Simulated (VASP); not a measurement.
# Lattice of SnSe2 across functionals and dispersion corrections

Which functional gives the lattice of SnSe2 as experiment finds it, and is a dearer one worth its cost? The levels: PBE, LDA, r2SCAN and PBE + D3(BJ). LASPH is on for some levels and off for others; the table marks which. The start is a cell from a database of measured crystal structures.

Calculated with VASP 6.6.1; PBE; plane waves and PAW (Sn_d, Se), in the first sound run; inputs show where later runs differ.

**Measured values to reproduce.**

“Metallic conduction induced by direct anion site doping in layered SnSe2” (2016, pmc:4726434) reports for SnSe2, hexagonal layered, by powder X-ray diffraction (undoped polycrystalline, melt reaction and annealing): lattice constant a (a, undoped sample A) 3.81043 ± 0.00035 Å; lattice constant c (c, undoped sample A) 6.13279 ± 0.00037 Å.

## 1. The starting structure

Before any relaxation, the start is as follows. The structure is trigonal, space group P-3m1 (No. 164). Conventional cell: a = 3.811 Å, b = 3.811 Å, c = 6.136 Å, α = 90.00°, β = 90.00°, γ = 120.00°. Nearest to Sn lie 6 Se at 2.68 Å. Se has 3 Sn at 2.68 Å nearest. Farther neighbours and most contacts between anions are not listed.

## 2. Relaxation with PBE

Properties are meant for the cell that this level of theory prefers, so cell and atoms are relaxed first (ISIF = 3) until forces and stress are small; EDIFFG sets the threshold. PBE, the usual starting point, adds the gradient of the density.

Contents of INCAR:

```
SYSTEM = SnSe2
PREC = Accurate
ENCUT = 520
EDIFF = 1E-06
NELM = 100
ISMEAR = -1
SIGMA = 0.05
LREAL = .FALSE.
ALGO = Normal
GGA = PE
NBANDS = 19
LORBIT = 11
LWAVE = .FALSE.
LCHARG = .FALSE.
KPAR = 2
IBRION = 2
NSW = 60
ISIF = 3
EDIFFG = -0.01
```

Contents of POSCAR:

```
SnSe2
1.0
    3.8110000000      0.0000000000      0.0000000000
   -1.9055000000      3.3004228138      0.0000000000
    0.0000000000      0.0000000000      6.1360000000
Sn Se
1 2
Direct
    0.0000000000      0.0000000000      0.0000000000
    0.3333333333      0.6666666667      0.2490000000
    0.6666666667      0.3333333333      0.7510000000
```

Contents of KPOINTS:

```
Automatic mesh
0
Gamma
8 8 5
0 0 0
```

Potentials, in the order of the species: Sn_d and Se (PBE family, release 64).

Command:

```
mpirun -np 2 vasp_std
```

The log of the run:

```text
[banner, memory and clock lines left out]
running    2 mpi-ranks, on    1 nodes
 distrk:  each k-point on    1 cores,    2 groups
 distr:  one band on    1 cores,    1 groups

 POSCAR found type information on POSCAR SnSe
 POSCAR found :  2 types and       3 ions
 LDA part: xc-table for (Slater+PW92), standard interpolation
 POSCAR, INCAR and KPOINTS ok, starting setup
 FFT: planning ... GRIDC
 FFT: planning ... GRID_SOFT
 FFT: planning ... GRID
 WAVECAR not read
 entering main loop
       N       E                     dE             d eps       ncg     rms          rms(c)
DAV:   1     0.204575036573E+03    0.20458E+03   -0.12193E+04  1549   0.154E+03
DAV:   2     0.107003983403E+02   -0.19387E+03   -0.18724E+03  1649   0.396E+02
DAV:   3    -0.112495129416E+02   -0.21950E+02   -0.21422E+02  1841   0.118E+02
DAV:   4    -0.120041217285E+02   -0.75461E+00   -0.75310E+00  1834   0.226E+01
DAV:   5    -0.120217259280E+02   -0.17604E-01   -0.17602E-01  2040   0.361E+00    0.524E+00
DAV:   6    -0.117643164722E+02    0.25741E+00   -0.51276E-01  2306   0.789E+00    0.337E+00
DAV:   7    -0.117431785675E+02    0.21138E-01   -0.17570E-01  1789   0.280E+00    0.997E-01
DAV:   8    -0.117428710352E+02    0.30753E-03   -0.13097E-02  1914   0.120E+00    0.288E-01
DAV:   9    -0.117433727108E+02   -0.50168E-03   -0.15625E-03  1682   0.307E-01    0.873E-02
DAV:  10    -0.117433827111E+02   -0.10000E-04   -0.11510E-04  2086   0.817E-02    0.346E-02
DAV:  11    -0.117434152123E+02   -0.32501E-04   -0.44971E-05  1625   0.389E-02    0.643E-03
DAV:  12    -0.117434161805E+02   -0.96818E-06   -0.22941E-06  1642   0.119E-02
   1 F= -.11743416E+02 E0= -.11743406E+02  d E =-.117434E+02
 curvature:   0.00 expect dE= 0.000E+00 dE for cont linesearch  0.000E+00
 trial: gam= 0.00000 g(F)=  0.628E-01 g(S)=  0.362E+00 ort = 0.000E+00 (trialstep = 0.100E+01)
 search vector abs. value=  0.425E+00
 bond charge predicted
       N       E                     dE             d eps       ncg     rms          rms(c)
DAV:   1    -0.144772001297E+02   -0.27338E+01   -0.71864E+01  1939   0.140E+02    0.877E+00
DAV:   2    -0.124559649282E+02    0.20212E+01   -0.37958E+00  1975   0.277E+01    0.422E+00
DAV:   3    -0.118021033663E+02    0.65386E+00   -0.19759E+00  2004   0.181E+01    0.715E-01
DAV:   4    -0.117938912093E+02    0.82122E-02   -0.89683E-02  1640   0.294E+00    0.417E-01
DAV:   5    -0.117851375810E+02    0.87536E-02   -0.86003E-03  2002   0.793E-01    0.120E-01
DAV:   6    -0.117848353412E+02    0.30224E-03   -0.54289E-04  1805   0.220E-01    0.523E-02
DAV:   7    -0.117848661216E+02   -0.30780E-04   -0.91431E-05  1761   0.745E-02    0.151E-02
DAV:   8    -0.117848772709E+02   -0.11149E-04   -0.13121E-05  1679   0.291E-02    0.452E-03
DAV:   9    -0.117848796586E+02   -0.23878E-05   -0.20839E-06  1662   0.135E-02    0.345E-03
DAV:  10    -0.117848799004E+02   -0.24171E-06   -0.67877E-07  1305   0.579E-03
   2 F= -.11784880E+02 E0= -.11784712E+02  d E =-.414637E-01
[... from here on, the cycles between the ionic steps are left out ...]
   3 F= -.11852348E+02 E0= -.11852304E+02  d E =-.108932E+00
   4 F= -.11852344E+02 E0= -.11852302E+02  d E =-.108928E+00
   5 F= -.11853525E+02 E0= -.11853482E+02  d E =-.118107E-02
   6 F= -.11855959E+02 E0= -.11855910E+02  d E =-.361487E-02
   7 F= -.11855751E+02 E0= -.11855669E+02  d E =-.340705E-02
   8 F= -.11856765E+02 E0= -.11856704E+02  d E =-.442075E-02
   9 F= -.11857759E+02 E0= -.11857700E+02  d E =-.993857E-03
  10 F= -.11860386E+02 E0= -.11860333E+02  d E =-.362088E-02
  11 F= -.11864162E+02 E0= -.11864120E+02  d E =-.739719E-02
  12 F= -.11866566E+02 E0= -.11866539E+02  d E =-.980129E-02
  13 F= -.11867864E+02 E0= -.11867835E+02  d E =-.129714E-02
  14 F= -.11868166E+02 E0= -.11868135E+02  d E =-.159925E-02
  15 F= -.11868247E+02 E0= -.11868217E+02  d E =-.168065E-02
  16 F= -.11868336E+02 E0= -.11868295E+02  d E =-.888163E-04
 trial-energy change:   -0.000089  1 .order   -0.000081   -0.001510    0.001347
 step:   0.7586(harm=  0.7530)  dis= 0.00457  next Energy=   -11.868650 (dE=-0.403E-03)
 bond charge predicted
       N       E                     dE             d eps       ncg     rms          rms(c)
DAV:   1    -0.118778999148E+02   -0.95642E-02   -0.30432E-01  1906   0.596E+00    0.502E-01
DAV:   2    -0.118712302000E+02    0.66697E-02   -0.21671E-02  1917   0.183E+00    0.267E-01
DAV:   3    -0.118687166912E+02    0.25135E-02   -0.59129E-03  1932   0.102E+00    0.690E-02
DAV:   4    -0.118686550908E+02    0.61600E-04   -0.50787E-04  1993   0.196E-01    0.370E-02
DAV:   5    -0.118686453985E+02    0.96923E-05   -0.45707E-05  1885   0.615E-02    0.991E-03
DAV:   6    -0.118686487238E+02   -0.33253E-05   -0.80598E-06  1758   0.295E-02    0.357E-03
DAV:   7    -0.118686492943E+02   -0.57043E-06   -0.10498E-06  1303   0.835E-03
  17 F= -.11868649E+02 E0= -.11868614E+02  d E =-.402284E-03
 curvature:  -2.35 expect dE=-0.206E-04 dE for cont linesearch -0.233E-07
 trial: gam= 0.01600 g(F)=  0.235E-05 g(S)=  0.638E-05 ort =-0.809E-05 (trialstep = 0.129E+01)
 search vector abs. value=  0.102E-04
 reached required accuracy - stopping structural energy minimisation
```

Run time: 2.1 min. Hardware: 2 MPI ranks of Intel Xeon 6975P-C (Granite Rapids), shared host; peak memory 0.44 GiB.

Lines that name or quote the potential files are left out of all logs, and their timing lines are given in words.

From OUTCAR (step 2):

```text
ion  position               nearest neighbor table
   1  0.000  0.000  0.000-   2 2.68   3 2.68   2 2.68   3 2.68   3 2.68   2 2.68
   2  0.333  0.667  0.249-   1 2.68   1 2.68   1 2.68
   3  0.667  0.333  0.751-   1 2.68   1 2.68   1 2.68

  LATTYP: Found a hexagonal cell.
 ALAT       =     3.8110000000
 C/A-ratio  =     1.6100760955

 Subroutine GETGRP returns: Found 12 space group operations
 (whereof 12 operations were pure point group operations)

The static configuration has the point symmetry D_3d.

 Found     40 irreducible k-points:

   k-points           NKPTS =     40   k-points in BZ     NKDIM =     40   number of bands    NBANDS=     19

   dimension x,y,z NGX =    28 NGY =   28 NGZ =   48
   dimension x,y,z NGXF=    56 NGYF=   56 NGZF=   96

   ENCUT  =  520.0 eV  38.22 Ry    6.18 a.u.   7.09  7.09 11.41*2*pi/ulx,y,z

   NELECT =      26.0000    total number of electrons

 k-points in reciprocal lattice and weights: Automatic mesh
   0.00000000  0.00000000  0.00000000       0.003
   0.12500000  0.00000000  0.00000000       0.019
   0.25000000  0.00000000  0.00000000       0.019
   0.37500000  0.00000000  0.00000000       0.019
   0.50000000  0.00000000  0.00000000       0.009
   0.12500000  0.12500000  0.00000000       0.019
   0.25000000  0.12500000  0.00000000       0.038
   0.37500000  0.12500000  0.00000000       0.038
   0.25000000  0.25000000  0.00000000       0.019
[...]
0.25000000  0.25000000  0.40000000       0.038
   0.37500000  0.25000000  0.40000000       0.038

 average (electrostatic) potential at core
       1-104.1204       2 -54.7633       3 -54.7633

 E-fermi :   3.0005

 k-point     1 :       0.0000    0.0000    0.0000
  band No.  band energies     occupation
    ...
      9       2.1282      2.00000
     10       2.1504      2.00000
     11       2.1504      2.00000
     12       2.4934      1.99992
     13       2.4934      1.99992
     14       3.6849      0.00000
     15       5.7016      0.00000
     16       7.2003      0.00000
     17       7.2003      0.00000
     18       9.8858      0.00000
    ...

 k-point     2 :       0.1250    0.0000    0.0000
  band No.  band energies     occupation
    ...
      9       0.9314      2.00000
     10       1.6989      2.00000
     11       1.7266      2.00000
     12       2.2050      2.00000
     13       2.6159      1.99909
     14       4.5259      0.00000
     15       6.3067      0.00000
     16       7.0332      0.00000
     17       7.5010      0.00000
     18      10.3094      0.00000
    ...

 k-point     3 :       0.2500    0.0000    0.0000
  band No.  band energies     occupation
    ...
      9      -0.4418      2.00000
     10       0.6628      2.00000
     11       1.0627      2.00000
     12       2.1922      2.00000
     13       2.5502      1.99975
     14       4.4478      0.00000
     15       6.4766      0.00000
     16       7.9849      0.00000
     17       8.1049      0.00000
     18       9.3169      0.00000
    ...

  Total        0.0130347      0.0130347     -0.0075615     -0.0000000      0.0000000     -0.0000000
  in kB        0.2321011      0.2321011     -0.1346438     -0.0000000      0.0000000     -0.0000000
  external PRESSURE =       0.1098528 kB  Pullay stress =       0.0000000 kB

  energy-cutoff  :      520.00
  volume of cell :       89.98
      direct lattice vectors                 reciprocal lattice vectors
     3.872586509 -0.000000000 -0.000000000     0.258225348  0.149086474 -0.000000000
    -1.936293254  3.353758295 -0.000000000     0.000000000  0.298172949 -0.000000000
    -0.000000000  0.000000000  6.927882013     0.000000000  0.000000000  0.144344260

 POSITION                                       TOTAL-FORCE (eV/Angst)
 -----------------------------------------------------------------------------------
      0.00000      0.00000      0.00000        -0.000000     -0.000000     -0.000000
     -0.00000      2.23584      1.59626         0.000000     -0.000000     -0.004936
      1.93629      1.11792      5.33163        -0.000000      0.000000      0.004936
 -----------------------------------------------------------------------------------
    total drift:                               -0.000000      0.000000      0.000000

  FREE ENERGIE OF THE ION-ELECTRON SYSTEM (eV)
  ---------------------------------------------------
  free  energy   TOTEN  =       -11.8686492943 eV

  energy  without entropy=      -11.8685780377  energy(sigma->0) =      -11.86861367

 reached required accuracy - stopping structural energy minimisation

 total charge
# of ion       s       p       d       tot
------------------------------------------
    1        1.061   0.983  10.084  12.128
    2        1.484   2.295   0.023   3.802
    3        1.484   2.295   0.023   3.802
--------------------------------------------------
tot          4.028   5.573  10.130  19.731

[... 3 further parts left out ...]
```

CONTCAR:

```
SnSe2
   1.00000000000000
     3.8725865086944031   -0.0000000000000001   -0.0000000000000000
    -1.9362932543472016    3.3537582948586704   -0.0000000000000004
    -0.0000000000000001    0.0000000000000001    6.9278820129225398
  Sn              Se
     1     2
Direct
     0.0000000000000000    0.0000000000000000    0.0000000000000000
     0.3333333332999970    0.6666666667000030    0.2304104196080933
     0.6666666667000030    0.3333333332999970    0.7695895803919067
```

The gap is read on the k-mesh alone, so it is an upper bound where the band edges lie off the mesh. The bonds form layers, held to each other by dispersion, which PBE lacks, so the spacing between them is unreliable. After so large a change of volume the plane waves of the start cell no longer fit, so the final stress carries a basis-set error. The run keeps the 12 symmetry operations of its start, so it cannot find a distortion of lower symmetry.

Relaxation path:

```
step  energy less that of the first step (eV)  largest force (eV/Å)  pressure (GPa)  volume (Å³)
   1                                   0.0000                0.8065            5.64        77.18
   2                                  -0.0415                0.6299           -3.32        87.74
   3                                  -0.1089                0.0656           -0.01        82.77
   4                                  -0.1089                0.0508            0.12        82.65
   5                                  -0.1101                0.0617            0.10        82.76
   6                                  -0.1125                0.0951            0.14        83.06
   7                                  -0.1123                0.1623            0.25        83.65
   8                                  -0.1133                0.1238            0.19        83.33
   9                                  -0.1143                0.1176            0.17        83.56
  10                                  -0.1170                0.0988            0.10        84.24
  11                                  -0.1207                0.0593           -0.02        85.62
  12                                  -0.1232                0.0247           -0.15        88.39
  13                                  -0.1244                0.0372            0.04        88.88
  14                                  -0.1248                0.0564            0.30        89.54
  15                                  -0.1248                0.0516            0.22        89.36
  16                                  -0.1249                0.0548           -0.17        90.52
  17                                  -0.1252                0.0049            0.01        89.98
```

```
     cell as run  before  after   change
           a (Å)   3.811  3.873   +1.6 %
           b (Å)   3.811  3.873   +1.6 %
           c (Å)   6.136  6.928  +12.9 %
volume (Å³/atom)   25.73  29.99  +16.6 %
```

The atoms that moved most (Å, as changes of fractional coordinates times the final cell):

```
atom     dx     dy      dz  length
 Se2  0.000  0.000  -0.129   0.129
 Se3  0.000  0.000   0.129   0.129
```

Final coordinates:

```xyz
3
Lattice="3.8726 0.0000 0.0000 -1.9363 3.3538 0.0000 0.0000 0.0000 6.9279" Properties=species:S:1:pos:R:3 pbc="T T T"
Sn    0.0000    0.0000    0.0000
Se    0.0000    2.2358    1.5963
Se    1.9363    1.1179    5.3316
```

This step gave:

```yaml
electrons: 26
bands: 19
irreducible_k_points: 40
symmetry_operations: 12
free_energy_toten: -11.87 eV
fermi_energy: 3.001 eV
pressure: 0.01099 GPa
metallic: no
valence_top_at_k: 0.125, 0, 0.2
conduction_bottom_at_k: 0.5, 0, 0.4
least_direct_gap_at_k: 0.5, 0, 0.4
scf_cycles_over_all_ionic_steps: 133
gap_on_the_k_mesh: 0.6802 eV
least_direct_gap_on_the_k_mesh: 1.072 eV
```

It ends with a largest force of 0.005 eV/Å and a pressure of 0.01 GPa. The volume lies +16.6 % from that of the database's start. That is far more than a functional's usual error. The conventional cell has a = 3.873 and c = 6.928 Å.

[end of part 1 of 3]

[Lines on the potential files, build, host, timing and source positions are cut from VASP's logs without a mark.]

[Logs are printed without paths, hosts, clocks, repeated set-up lines and the standing remarks that a program may print on its own settings, such as how far it seeks lower states.]

[Hosts, paths, dates, database ids (printed as entryN), source tags and the programs' standing remarks are cut or masked in the printed files.]

[A measured line is paired with the nearest computed mode of its activity, which favours agreement.]
